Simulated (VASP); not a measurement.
Crystal: GaCuSe2.

```
Ga Cu Se
1.0
    -2.80955    2.80955    5.51300
     2.80955   -2.80955    5.51300
     2.80955    2.80955   -5.51300
Ga Cu Se
2 2 4
Direct
  0.50000 0.50000 0.00000
  0.25000 0.75000 0.50000
  0.00000 0.00000 0.00000
  0.75000 0.25000 0.50000
  0.37500 0.37562 0.50062
  0.62438 0.12500 0.99938
  0.87500 0.87438 0.49938
  0.12562 0.62500 0.00062
```

| Property | Result |
| --- | --- |
| Program | VASP 6.6.1 |
| Task | relaxation of cell and atoms |
| Functional | PBEsol |
| Potentials or basis | VASP PAW PBE potentials, release 64 (Ga_d, Cu, Se) |
| Cutoff | 600 eV |
| k mesh | 10 × 10 × 10 |
| Occupations | methfessel-paxton, width 0.1 eV |
| Spin | no spin polarisation |

At the start: pressure -0.5 GPa; volume 21.76 Å³/atom.

**Question.** Where does the relaxation end?

**Answer.** Over 12 steps the energy falls by 5.4 meV/atom and the volume is 21.54 Å³/atom (-1.0 %); space group I-42d (No. 122, to 0.05 Å).

The path:
| step | energy change (eV) | largest force (eV/Å) | pressure (GPa) | volume (Å³) |
| --- | --- | --- | --- | --- |
| 1 | 0.0000 | 0.4123 | -0.49 | 174.07 |
| 2 | -0.0288 | 0.2432 | 0.05 | 172.40 |
| 3 | -0.0378 | 0.0799 | 0.61 | 170.89 |
| 4 | -0.0417 | 0.0240 | -0.27 | 172.82 |
| 5 | -0.0420 | 0.0006 | -0.04 | 172.36 |
| 6 | -0.0420 | 0.0009 | -0.06 | 172.39 |
| 7 | -0.0425 | 0.0059 | -0.04 | 172.33 |
| 8 | -0.0428 | 0.0122 | 0.04 | 172.25 |
| 9 | -0.0428 | 0.0140 | 0.01 | 172.21 |
| 10 | -0.0428 | 0.0150 | 0.04 | 172.20 |
| 11 | -0.0428 | 0.0144 | 0.02 | 172.20 |
| 12 | -0.0428 | 0.0041 | 0.01 | 172.29 |

Final structure:
```
Ga Cu Se
1.0
    -2.78830    2.78830    5.54007
     2.78830   -2.78830    5.54007
     2.78830    2.78830   -5.54007
Ga Cu Se
2 2 4
Direct
  0.50000 0.50000 0.00000
  0.25000 0.75000 0.50000
  0.00000 0.00000 0.00000
  0.75000 0.25000 0.50000
  0.37500 0.36721 0.49221
  0.63279 0.12500 0.00779
  0.87500 0.88279 0.50779
  0.11721 0.62500 0.99221
```

Caveat: the PAW data sets were made with another functional, which shifts forces and pressure a little.
